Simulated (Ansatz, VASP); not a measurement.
# Equation of state of Cs3Pt under PBE

```cif
data_structure
_symmetry_space_group_name_H-M 'Pm-3m'
_symmetry_Int_Tables_number 221
_cell_length_a 5.7777
_cell_length_b 5.7777
_cell_length_c 5.7777
_cell_angle_alpha 90.000
_cell_angle_beta 90.000
_cell_angle_gamma 90.000
_cell_volume 192.87
loop_
_atom_site_label
_atom_site_type_symbol
_atom_site_symmetry_multiplicity
_atom_site_Wyckoff_symbol
_atom_site_fract_x
_atom_site_fract_y
_atom_site_fract_z
_atom_site_occupancy
Pt1 Pt 1 b 0.50000 0.50000 0.50000 1
Cs1 Cs 3 d 0.50000 0.00000 0.00000 1
```

The cell comes from a database or a generator and needn't be the stable form of this composition.

The cell was scaled at fixed shape and fractions and run with Ansatz, Ansatz PAW, cutoff 420 eV; PBE, k mesh 5 × 5 × 5 on the cell of 4 atoms, fermi-dirac occupations of 0.05 eV, no spin polarisation, no spin-orbit coupling. Energies are those that the program minimises, any entropy of the smearing included. For a metal such a mesh isn't converged to the digits shown.

```csv
V (Å³/atom),energy over the lowest row (meV/atom)
45.3234,1.011
46.2877,0.000
47.2520,0.052
48.2164,?
49.1807,2.981
50.1450,5.680
51.1093,9.090
```

Q: Fit the third-order Birch-Murnaghan form, give V0, B0 and B′, and predict the energy left open.

A: With y = (V0/V)^(2/3), E = E0 + (9 V0 B0/16) [(y - 1)³ B′ + (y - 1)² (6 - 4y)]. Least squares through the rows shown give V0 = 46.7122 Å³/atom, E0 = -0.103 meV, B0 = 8.242 GPa (1 eV/Å³ = 160.218 GPa) and B′ = 3.87, with a largest miss of 0.002 meV. At V = 48.2164 the form with these constants gives 1.080 meV; the run gave 1.076 meV an atom. Other set-ups at this level, from all their volumes (Å³/atom, GPa): VASP, PBE PAW files Cs_sv, Pt, 520 eV: V0 47.051, B0 8.315.
